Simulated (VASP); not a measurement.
Given:

```yaml
crystal:
  lattice:
    - [3.43650, 0.00000, 0.00000]
    - [-1.71825, 2.97610, 0.00000]
    - [0.00000, 0.00000, 5.42104]
  atoms:
    - { symbol: Mn, position: [0.33333, 0.66667, 0.99457], spin: 4.4 }
    - { symbol: Mn, position: [0.66667, 0.33333, 0.49457], spin: 4.4 }
    - { symbol: O, position: [0.33333, 0.66667, 0.38043], spin: 0.2 }
    - { symbol: O, position: [0.66667, 0.33333, 0.88043], spin: 0.2 }
```

The numbers are results of PBE GGA, VASP's PBE PAW potentials (set 64) (plane waves; VASP), not measurements. Numerical set-up: 520 eV cut-off, 11×11×7 Γ-centred mesh, tetrahedra with Blöchl corrections, potentials Mn_pv O.

The cores are frozen, which limits the accuracy of field gradients. The moments were started parallel, and other spin orders were not tried in this run.

### Question
Give the principal components of the electric field gradient (V/Å²) and the asymmetry η at each nucleus.

### Answer

| atom | Vxx | Vyy | Vzz | η |
|---|---|---|---|---|
| Mn1 | -3.8 | -3.8 | 7.6 | 0.00 |
| Mn2 | -3.8 | -3.8 | 7.6 | 0.00 |
| O3 | 0.9 | 0.9 | -1.9 | 0.00 |
| O4 | 0.9 | 0.9 | -1.9 | 0.00 |

The structure was generated: MnO was put into the wurtzite type (P6_3mc), which need not be its known phase. It was relaxed first.
